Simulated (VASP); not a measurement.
Write the native input for VASP 6.6.1 that does the following.

| Quantity | Value |
| --- | --- |
| Task | single point |
| Functional | PBEsol |
| Potentials or basis | VASP PAW PBE potentials, release 64 (Br, S, Na_pv) |
| Cutoff | 520 eV |
| k mesh | 4 × 4 × 4 |
| Occupations | gaussian, width 0.05 eV |
| Spin | no spin polarisation |
| Dipole correction | no |
| Further INCAR settings | ALGO = Normal; EDIFF = 1e-06; NBANDS = 25 |

The structure of Na3SBr lies in POSCAR:

```
Na3SBr
1.0
    5.6692520201      0.0000000000      0.0000000000
    0.0000000000      5.6692520201      0.0000000000
    0.0000000000      0.0000000000      5.6692520201
Br S Na
1 1 3
Direct
    0.0000000000      0.0000000000      0.0000000000
    0.5000000000      0.5000000000      0.5000000000
    0.5000000000      0.5000000000      0.0000000000
    0.5000000000      0.0000000000      0.5000000000
    0.0000000000      0.5000000000      0.5000000000
```

The cell comes from a database or a generator and needn't be the stable form of this composition.

The input as run:

INCAR

```
  PREC = Accurate
  ENCUT = 520
  EDIFF = 1E-6
  ISMEAR = 0
  SIGMA = 0.05
  LREAL = F
  LASPH = T
  NELM = 100
  ALGO = Normal
  ISIF = 2
  LWAVE = F
  LCHARG = F
  GGA = PS
  NBANDS = 25
```

KPOINTS

```
Automatic mesh
0
Gamma
  4 4 4
```

Potentials or basis: VASP PAW PBE potentials, release 64 (Br, S, Na_pv).

Launch:

```sh
$ cat potpaw_PBE.64/Br/POTCAR potpaw_PBE.64/S/POTCAR potpaw_PBE.64/Na_pv/POTCAR > POTCAR
$ mpirun -np 1 vasp_std > vasp.out
```

It gave:

```json
{
  "Pressure": "-3.0 GPa",
  "Band gap on the k mesh": "2.13 eV, direct"
}
```

Caveat: the PAW data sets were made with another functional, which shifts forces and pressure a little.

Run time: 62 s on 1 thread of Intel(R) Xeon(R) Platinum 8375C CPU @ 2.90GHz (Ice Lake), on a shared host, peak memory 0.25 GiB.
